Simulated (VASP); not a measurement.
Output of a VASP run:

**OUTCAR**
```
 ion  position               nearest neighbor table
   1  0.000  0.000  0.000-
  LATTYP: Found a body centered cubic cell.
 ALAT       =     3.7189754250
 Subroutine PRICEL returns:
 Original cell was already a primitive cell.
 Subroutine GETGRP returns: Found 48 space group operations
The static configuration has the point symmetry O_h .
The dynamic configuration has the point symmetry O_h .
 Subroutine INISYM returns: Found 48 space group operations
 Subroutine IBZKPT returns following result:
 Found    104 irreducible k-points:

 Following reciprocal coordinates:
            Coordinates               Weight
  0.000000  0.000000  0.000000      1.000000
  0.071429  0.000000  0.000000     12.000000
  0.142857  0.000000  0.000000     12.000000
  0.214286  0.000000  0.000000     12.000000
  0.285714  0.000000  0.000000     12.000000
  0.357143  0.000000  0.000000     12.000000
  0.428571  0.000000  0.000000     12.000000
  0.500000  0.000000  0.000000      6.000000
  0.071429  0.071429  0.000000     24.000000
  0.142857  0.071429  0.000000     48.000000
  0.214286  0.071429 -0.000000     48.000000
  0.285714  0.071429  0.000000     48.000000
  0.357143  0.071429  0.000000     48.000000
  0.428571  0.071429  0.000000     48.000000
  0.142857  0.142857  0.000000     24.000000
  0.214286  0.142857 -0.000000     48.000000
  0.285714  0.142857  0.000000     48.000000
  0.357143  0.142857  0.000000     48.000000
  0.428571  0.142857  0.000000     24.000000
  0.214286  0.214286  0.000000     24.000000
  0.285714  0.214286  0.000000     48.000000
  0.357143  0.214286  0.000000     48.000000
  0.285714  0.285714  0.000000     24.000000
  0.357143  0.285714 -0.000000     24.000000
  0.071429  0.071429  0.071429      8.000000
  0.142857  0.071429  0.071429     24.000000
  0.214286  0.071429  0.071429     24.000000
  0.285714  0.071429  0.071429     24.000000
  0.357143  0.071429  0.071429     24.000000
  0.428571  0.071429  0.071429     12.000000
 -0.071429  0.071429  0.071429      6.000000
  0.142857  0.142857  0.071429     24.000000
  0.214286  0.142857  0.071429     48.000000
  0.285714  0.142857  0.071429     48.000000
  0.357143  0.142857  0.071429     48.000000
 -0.142857  0.142857  0.071429     24.000000
  0.214286  0.214286  0.071429     24.000000
  0.285714  0.214286  0.071429     48.000000
  0.357143  0.214286  0.071429     24.000000
 -0.214286  0.214286  0.071429     24.000000
   k-points           NKPTS =    104   k-points in BZ     NKDIM =    104   number of bands    NBANDS=      7
   number of dos      NEDOS =    301   number of ions     NIONS =      1
   total plane-waves  NPLWV =  13824
   dimension x,y,z NGX =    24 NGY =   24 NGZ =   24
   dimension x,y,z NGXF=    48 NGYF=   48 NGZF=   48
   ions per type =               1
   PREC   = accura    normal or accurate (medium, high low for compatibility)
   ISTART =      0    job   : 0-new  1-cont  2-samecut
   ICHARG =      2    charge: 1-file 2-atom 10-const
   ISPIN  =      1    spin polarized calculation?
   LNONCOLLINEAR =      F non collinear calculations
   LSORBIT =      F    spin-orbit coupling
   INIWAV =      1    electr: 0-lowe 1-rand  2-diag
   ENCUT  =  500.0 eV  36.75 Ry    6.06 a.u.   5.87  5.87  5.87*2*pi/ulx,y,z
   NELM   =    100;   NELMIN=  2; NELMDL= -5     # of ELM steps
   EDIFF  = 0.1E-05   stopping-criterion for ELM
   LREAL  =      F    real-space projection
   NLSPLINE    = F    spline interpolate recip. space projectors
   LMAXMIX     =    2 max onsite mixed and CHGCAR
   VOSKOWN=      0    Vosko Wilk Nusair interpolation
   EDIFFG = -.2E-01   stopping-criterion for IOM
   NSW    =     40    number of steps for IOM
   NBLOCK =      1;   KBLOCK =     40    inner block; outer block
   IBRION =      2    ionic relax: 0-MD 1-quasi-New 2-CG
   NFREE  =      1    steps in history (QN), initial steepest desc. (CG)
...
```

OSZICAR:
```
       N       E                     dE             d eps       ncg     rms          rms(c)
DAV:   1     0.187022795490E+02    0.18702E+02   -0.41205E+03  1470   0.931E+02
DAV:   2    -0.951382482141E+00   -0.19654E+02   -0.19645E+02  1540   0.135E+02
DAV:   3    -0.127251316000E+01   -0.32113E+00   -0.32113E+00  1785   0.249E+01
DAV:   4    -0.127476263086E+01   -0.22495E-02   -0.22495E-02  1813   0.191E+00
DAV:   5    -0.127478495728E+01   -0.22326E-04   -0.22326E-04  1785   0.157E-01    0.325E-01
DAV:   6    -0.127129872803E+01    0.34862E-02   -0.40624E-03  1596   0.129E+00    0.187E-01
DAV:   7    -0.126977545383E+01    0.15233E-02   -0.34290E-03  1554   0.106E+00    0.473E-02
DAV:   8    -0.126970090500E+01    0.74549E-04   -0.23155E-04  1533   0.374E-01    0.229E-03
DAV:   9    -0.126970111450E+01   -0.20949E-06   -0.11502E-06  1148   0.167E-02
   1 F= 0.33549961E+00 E0= 0.33574520E+00  d E =0.335500E+00
       N       E                     dE             d eps       ncg     rms          rms(c)
DAV:   1    -0.170512427160E+01   -0.43542E+00   -0.16287E+01  1456   0.867E+01    0.525E+00
DAV:   2    -0.128577638009E+01    0.41935E+00   -0.59631E-01  1456   0.178E+01    0.259E+00
DAV:   3    -0.115930338169E+01    0.12647E+00   -0.21016E-01  1456   0.100E+01    0.349E-01
DAV:   4    -0.114996051304E+01    0.93429E-02   -0.51220E-03  1610   0.178E+00    0.201E-02
DAV:   5    -0.114977367142E+01    0.18684E-03   -0.47911E-04  1554   0.527E-01    0.863E-03
DAV:   6    -0.114977072145E+01    0.29500E-05   -0.40409E-06  1680   0.301E-02    0.752E-04
DAV:   7    -0.114977066873E+01    0.52711E-07   -0.37665E-07   777   0.138E-02
   2 F= 0.27715815E+00 E0= 0.27740896E+00  d E =-.583415E-01
       N       E                     dE             d eps       ncg     rms          rms(c)
DAV:   1    -0.115746026363E+01   -0.76895E-02   -0.18302E+00  1456   0.311E+01    0.167E+00
DAV:   2    -0.111454802032E+01    0.42912E-01   -0.55503E-02  1470   0.545E+00    0.834E-01
DAV:   3    -0.110096089216E+01    0.13587E-01   -0.23947E-02  1463   0.338E+00    0.935E-02
DAV:   4    -0.110000377676E+01    0.95712E-03   -0.81328E-04  1561   0.714E-01    0.601E-03
DAV:   5    -0.109999419355E+01    0.95832E-05   -0.10699E-05  1736   0.771E-02    0.245E-03
DAV:   6    -0.109999300004E+01    0.11935E-05   -0.84845E-07   735   0.234E-02    0.120E-04
DAV:   7    -0.109999300798E+01   -0.79384E-08   -0.43634E-08   728   0.333E-03
   3 F= 0.27334391E+00 E0= 0.27359625E+00  d E =-.621557E-01
```

**OUTCAR**
```
------------------------ aborting loop because EDIFF is reached ----------------------------------------
  FORCE on cell =-STRESS in cart. coord.  units (eV):
  Direction    XX          YY          ZZ          XY          YZ          ZX
  --------------------------------------------------------------------------------------
  Total        1.3732778      1.3732778      1.3732778      0.0000000      0.0000000      0.0000000
  in kB       99.9956921     99.9956921     99.9956921      0.0000000      0.0000000      0.0000000
  external PRESSURE =      -0.0043079 kB  Pullay stress =     100.0000000 kB
  volume of cell :       22.00
      direct lattice vectors                 reciprocal lattice vectors
    -1.765262228  1.765262228  1.765262228     0.000000000  0.283244037  0.283244037
     1.765262228 -1.765262228  1.765262228     0.283244037  0.000000000  0.283244037
     1.765262228  1.765262228 -1.765262228     0.283244037  0.283244037  0.000000000
 POSITION                                       TOTAL-FORCE (eV/Angst)
 -----------------------------------------------------------------------------------
      0.00000      0.00000      0.00000        -0.000000     -0.000000      0.000000
 -----------------------------------------------------------------------------------
    total drift:                               -0.000000     -0.000000      0.000000
  FREE ENERGIE OF THE ION-ELECTRON SYSTEM (eV)
  ---------------------------------------------------
  free  energy   TOTEN  =        -1.0999930080 eV

  energy  without entropy=       -1.0992359812  energy(sigma->0) =       -1.09974067
  enthalpy is  TOTEN    =         0.2733439082 eV   P V=        1.3733369161

 reached required accuracy - stopping structural energy minimisation
```
(Selected blocks of OUTCAR.)

POSCAR:
```
Na
1
   -1.8594877125     1.8594877125     1.8594877125
    1.8594877125    -1.8594877125     1.8594877125
    1.8594877125     1.8594877125    -1.8594877125
Na
1
Direct
  0.0000000000   0.0000000000   0.0000000000
```

### Question
Write an INCAR and KPOINTS that could have produced this output.

### Answer
One answer among several that fit: the input of the run itself, PBEsol GGA, plane waves, VASP's PBE PAW potentials (set 64).

### INCAR
```
SYSTEM = Na
PREC = Accurate; ENCUT = 500; LREAL = .FALSE.
LASPH = .TRUE.
EDIFF = 1E-6; NELM = 100; ALGO = Normal
ISMEAR = 1; SIGMA = 0.1
GGA = PS
IBRION = 2; NSW = 40; ISIF = 3
EDIFFG = -0.02; PSTRESS = 100
LWAVE = .FALSE.; LCHARG = .FALSE.
```

### KPOINTS
```
Automatic mesh
0
Gamma
14 14 14
0 0 0
```

POTCAR, in this order: Na_pv (PBE.64 set). Program: vasp_std.

Energy and stress use the plane-wave basis of the starting cell.

The compound is Na in the bcc structure. This run relaxes it under an external pressure of 10 GPa. Symmetry was kept, so distortions that lower it aren't found.
